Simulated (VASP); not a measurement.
Computed with PBEsol GGA, VASP's PBE PAW potentials (set 64) (plane waves; VASP).

A VASP calculation is set up with these files.

**POSCAR**
```
Co
1
    2.3170220000     0.0000000000     0.0000000000
    0.0000000000     2.3170220000     0.0000000000
    0.0000000000     0.0000000000     2.3170220000
Co
1
Direct
  0.0000000000   0.0000000000   0.0000000000
```

### INCAR
```
SYSTEM = Co
PREC = Accurate; ENCUT = 400; LREAL = .False.
LASPH = .True.
EDIFF = 1E-6; NELM = 100; ALGO = Normal
LMAXMIX = 4
ISMEAR = 1; SIGMA = 0.1
GGA = PS
ISPIN = 2; MAGMOM = 3.0
IBRION = 2; NSW = 60; ISIF = 3
EDIFFG = -0.01
LWAVE = .False.; LCHARG = .False.; LORBIT = 10
```

**KPOINTS**
```
Automatic mesh
0
Gamma
14 14 14
0 0 0
```

POTCAR, in this order: Co (PBE.64 set). Program: vasp_std.

Output of the run:

### OSZICAR
```
       N       E                     dE             d eps       ncg     rms          rms(c)
DAV:   1     0.195499078844E+02    0.19550E+02   -0.37043E+03  4904   0.907E+02
DAV:   2    -0.711619441931E+01   -0.26666E+02   -0.25129E+02  4916   0.136E+02
DAV:   3    -0.765396314144E+01   -0.53777E+00   -0.53637E+00  5444   0.243E+01
DAV:   4    -0.766108623181E+01   -0.71231E-02   -0.71210E-02  5786   0.251E+00
DAV:   5    -0.766129187644E+01   -0.20564E-03   -0.20564E-03  5744   0.371E-01    0.100E+01
DAV:   6    -0.712643903795E+01    0.53485E+00   -0.12739E+01  5254   0.544E+01    0.530E+00
DAV:   7    -0.689540170160E+01    0.23104E+00   -0.18461E+00  5280   0.196E+01    0.262E+00
DAV:   8    -0.688746660195E+01    0.79351E-02   -0.76972E-03  6446   0.816E-01    0.116E+00
DAV:   9    -0.688199414751E+01    0.54725E-02   -0.48931E-03  6492   0.628E-01    0.314E-01
DAV:  10    -0.688132312941E+01    0.67102E-03   -0.67619E-04  6916   0.206E-01    0.319E-02
DAV:  11    -0.688131836619E+01    0.47632E-05   -0.29877E-05  5220   0.617E-02    0.237E-02
DAV:  12    -0.688132078655E+01   -0.24204E-05   -0.25083E-06  5156   0.159E-02    0.102E-02
DAV:  13    -0.688132041815E+01    0.36841E-06   -0.54297E-07  2592   0.618E-03
   1 F= -.68813204E+01 E0= -.68811082E+01  d E =-.688132E+01  mag=     1.8485
       N       E                     dE             d eps       ncg     rms          rms(c)
DAV:   1    -0.722616139504E+01   -0.34484E+00   -0.56414E+00  5252   0.371E+01    0.489E+00
DAV:   2    -0.696538456205E+01    0.26078E+00   -0.37842E+00  5250   0.281E+01    0.331E+00
DAV:   3    -0.689551504162E+01    0.69870E-01   -0.46415E-01  5244   0.101E+01    0.143E+00
DAV:   4    -0.689112357482E+01    0.43915E-02   -0.18270E-03  5564   0.471E-01    0.479E-01
DAV:   5    -0.688743151486E+01    0.36921E-02   -0.54186E-03  6716   0.531E-01    0.159E-01
DAV:   6    -0.688748972371E+01   -0.58209E-04   -0.21345E-04  5214   0.187E-01    0.650E-02
DAV:   7    -0.688748890813E+01    0.81558E-06   -0.29174E-05  5466   0.634E-02    0.220E-02
DAV:   8    -0.688748668054E+01    0.22276E-05   -0.96300E-07  2856   0.154E-02    0.375E-03
DAV:   9    -0.688748654430E+01    0.13624E-06   -0.93446E-08  2442   0.278E-03
   2 F= -.68874865E+01 E0= -.68876920E+01  d E =-.616613E-02  mag=     1.6410
       N       E                     dE             d eps       ncg     rms          rms(c)
DAV:   1    -0.691629895228E+01   -0.28812E-01   -0.45860E-01  5260   0.110E+01    0.137E+00
DAV:   2    -0.689590076686E+01    0.20398E-01   -0.34430E-01  5310   0.808E+00    0.950E-01
DAV:   3    -0.688879684452E+01    0.71039E-02   -0.45751E-02  5246   0.319E+00    0.401E-01
DAV:   4    -0.688852095809E+01    0.27589E-03   -0.16449E-04  5046   0.169E-01    0.140E-01
DAV:   5    -0.688828535224E+01    0.23561E-03   -0.50160E-04  6192   0.207E-01    0.696E-02
DAV:   6    -0.688829427508E+01   -0.89228E-05   -0.53991E-05  5384   0.751E-02    0.288E-02
DAV:   7    -0.688829501107E+01   -0.73599E-06   -0.15622E-05  5146   0.586E-02    0.555E-03
DAV:   8    -0.688829526744E+01   -0.25637E-06   -0.32851E-07  2488   0.818E-03
   3 F= -.68882953E+01 E0= -.68883011E+01  d E =-.697485E-02  mag=     1.7093
       N       E                     dE             d eps       ncg     rms          rms(c)
DAV:   1    -0.688847039363E+01   -0.17538E-03   -0.27562E-03  5254   0.843E-01    0.107E-01
DAV:   2    -0.688834793162E+01    0.12246E-03   -0.19551E-03  5290   0.617E-01    0.733E-02
DAV:   3    -0.688830985881E+01    0.38073E-04   -0.24710E-04  5246   0.234E-01    0.324E-02
DAV:   4    -0.688830835371E+01    0.15051E-05   -0.96101E-07  3010   0.125E-02    0.121E-02
DAV:   5    -0.688830721710E+01    0.11366E-05   -0.36309E-06  2458   0.161E-02    0.639E-03
DAV:   6    -0.688830718104E+01    0.36056E-07   -0.36372E-07  2420   0.520E-03
   4 F= -.68883072E+01 E0= -.68883332E+01  d E =-.698676E-02  mag=     1.7016
```

OUTCAR:
```
------------------------ aborting loop because EDIFF is reached ----------------------------------------
  FORCE on cell =-STRESS in cart. coord.  units (eV):
  Direction    XX          YY          ZZ          XY          YZ          ZX
  --------------------------------------------------------------------------------------
  Total       -0.0005622     -0.0005622     -0.0005622      0.0000000     -0.0000000     -0.0000000
  in kB       -0.0754103     -0.0754103     -0.0754103      0.0000000     -0.0000000     -0.0000000
  external PRESSURE =      -0.0754103 kB  Pullay stress =       0.0000000 kB
  volume of cell :       11.94
      direct lattice vectors                 reciprocal lattice vectors
     2.285886175  0.000000000 -0.000000000     0.437467102  0.000000000 -0.000000000
    -0.000000000  2.285886175  0.000000000    -0.000000000  0.437467102  0.000000000
     0.000000000  0.000000000  2.285886175     0.000000000 -0.000000000  0.437467102
 POSITION                                       TOTAL-FORCE (eV/Angst)
 -----------------------------------------------------------------------------------
      0.00000      0.00000      0.00000        -0.000000      0.000000      0.000000
 -----------------------------------------------------------------------------------
    total drift:                               -0.000000     -0.000000      0.000000
  FREE ENERGIE OF THE ION-ELECTRON SYSTEM (eV)
  ---------------------------------------------------
  free  energy   TOTEN  =        -6.8883071810 eV

  energy  without entropy=       -6.8883852105  energy(sigma->0) =       -6.88833319

 total charge

# of ion       s       p       d       tot
------------------------------------------
    1        0.518   0.452   7.310   8.279

 magnetization (x)

# of ion       s       p       d       tot
------------------------------------------
    1        0.007   0.000   1.690   1.697

 reached required accuracy - stopping structural energy minimisation
```
(Selected blocks of OUTCAR.)

### CONTCAR
```
Co
   1.00000000000000
     2.2858861754204196    0.0000000000000000   -0.0000000000000000
    -0.0000000000000000    2.2858861754204196    0.0000000000000000
     0.0000000000000000    0.0000000000000000    2.2858861754204196
  Co
     1
Direct
     0.0000000000000000    0.0000000000000000    0.0000000000000000
```

Energy and stress use the plane-wave basis of the starting cell.

The structure was generated: Co was put into the simple-cubic type (Pm-3m), which need not be its known phase. This run relaxes it. Symmetry was kept, so distortions that lower it aren't found.
